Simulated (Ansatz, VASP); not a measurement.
**One calculation of Rb3Ba, two programs**

```xyz
4
Lattice="-3.3488 3.3488 7.3219 3.3488 -3.3488 7.3219 3.3488 3.3488 -7.3219" Properties=species:S:1:pos:R:3 pbc="T T T"
Ba    0.0000    0.0000    0.0000
Rb    0.0000    0.0000    7.3219
Rb    3.3488    0.0000    3.6609
Rb    0.0000    3.3488    3.6609
```

Change from the starting cell: volume scaled by 0.98.

Alike in both runs: task single point; functional PBE; k mesh 6 × 6 × 6; occupations fermi-dirac, width 0.05 eV; no spin polarisation.

|  | VASP | Ansatz |
| --- | --- | --- |
| version | VASP 6.6.1 | Ansatz 0.2.0 |
| potentials or method | VASP PAW PBE potentials, release 64 (Ba_sv, Rb_sv) | Ansatz PAW |
| plane-wave cutoff (eV) | 520 | 420 |
| valence electrons in the cell | 37 | 37 |

|  | VASP | Ansatz | Ansatz less VASP |
| --- | --- | --- | --- |
| gap on the k mesh at the Fermi level (eV) | none | none | - |
| pressure (GPa) | 0.1 | 0.1 | 0.00 |

A gap of «none» marks a metal or a gap that the smearing closes. With one functional, cell and mesh, what is left measures potentials, basis and numerics.

Spin-orbit coupling is left out, which matters for the levels of Ba.
